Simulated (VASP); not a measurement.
Input:

```
PbSe
1.0
    4.31366     0.00000     0.00000
    0.00000     6.10043     0.00000
    0.00000     0.00000    27.89302
Pb Se
6 6
Direct
  0.00000   0.00000   0.30669
  0.50000   0.50000   0.38401
  0.00000   0.00000   0.46134
  0.50000   0.50000   0.53866
  0.00000   0.00000   0.61599
  0.50000   0.50000   0.69331
  0.50000   0.00000   0.38401
  0.00000   0.50000   0.30669
  0.50000   0.00000   0.53866
  0.00000   0.50000   0.46134
  0.50000   0.00000   0.69331
  0.00000   0.50000   0.61599
```

The numbers are results of PBEsol GGA, VASP's PBE PAW potentials (set 64) (plane waves; VASP), not measurements. Run with PREC = Normal, EDIFF = 1E-5, 400 eV cut-off, 5×4×1 Γ-centred mesh, Gaussian smearing of 0.050 eV, potentials Pb_d Se.

Q: The ions are relaxed. Give the cell that the relaxation ends in.

A: 
```
PbSe
1.0
    4.31366     0.00000     0.00000
    0.00000     6.10043     0.00000
    0.00000     0.00000    27.89302
Pb Se
6 6
Cartesian
  0.00000   0.00000   8.65960
  2.15683   3.05022  10.50666
  0.00000   0.00000  12.98653
  2.15683   3.05022  14.90648
  0.00000   0.00000  17.38636
  2.15683   3.05022  19.23342
  2.15683   0.00000  10.52621
  0.00000   3.05022   8.61865
  2.15683   0.00000  14.91751
  0.00000   3.05022  12.97550
  2.15683   0.00000  19.27437
  0.00000   3.05022  17.36680
```

Q: How much energy does the relaxation gain?

A: The energy (σ→0) changes by -48.9 meV/atom, in 12 ionic steps.

```
step  E(σ→0) (eV)  max force (eV/Å)  pressure (GPa)  volume (Å³)
----  -----------  ----------------  --------------  -----------
1        -51.5973             0.870           -0.86       734.01
2        -51.8183             0.696           -0.75       734.01
3        -52.1625             0.251           -0.04       734.01
4        -52.1632             0.238            0.01       734.01
5        -52.1632             0.246           -0.02       734.01
6        -52.1765             0.110           -0.01       734.01
7        -52.1800             0.033            0.01       734.01
8        -52.1801             0.035            0.01       734.01
9        -52.1807             0.031            0.01       734.01
10       -52.1822             0.031            0.01       734.01
11       -52.1838             0.048           -0.02       734.01
12       -52.1845             0.027           -0.05       734.01
```

The cell is a thin slab with vacuum, built from PbSe (rock salt): (110) face.
